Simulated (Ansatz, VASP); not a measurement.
Ca3SiSe in VASP and in Ansatz

```xyz
5
Lattice="4.7132 0.0000 0.0000 -2.3566 4.0818 0.0000 0.0000 0.0000 7.4375" Properties=species:S:1:pos:R:3 pbc="T T T"
Ca    0.0000    0.0000    0.0334
Ca    0.0000    2.7212    2.7142
Ca    2.3566    1.3606    4.6548
Si    0.0000    2.7212    5.7986
Se    2.3566    1.3606    1.6739
```

Change from the starting cell: species swapped into the Mg3BiSb type (P3m1, No. 156).

Alike in both runs: task relaxation of cell and atoms; functional PBE; k mesh 6 × 6 × 4; occupations gaussian, width 0.1 eV; no spin polarisation.

|  | VASP | Ansatz |
| --- | --- | --- |
| version | VASP 6.6.1 | Ansatz 0.2.0 |
| potentials or method | VASP PAW PBE potentials, release 64 (Ca_sv, Si, Se) | scalar-relativistic, plane waves, PAW |
| plane-wave cutoff (eV) | 600 | 420 |
| valence electrons in the cell | 40 | 50 |

Ansatz gave:

- gap on the k mesh at the Fermi level, each at its own relaxed structure (eV): 0.59
- relaxed volume (Å³/atom): 28.53
- relaxed cell length with the largest relative difference (Å): 6.457
- energy change over the relaxation (meV/atom): -112

Q: Which values does VASP return?

A: gap on the k mesh at the Fermi level, each at its own relaxed structure (eV): 0.63; relaxed volume (Å³/atom): 28.63; relaxed cell length with the largest relative difference (Å): 6.513; energy change over the relaxation (meV/atom): -112.

The two sets of potentials don't hold the same shells in valence.

A k mesh can miss the band edges.
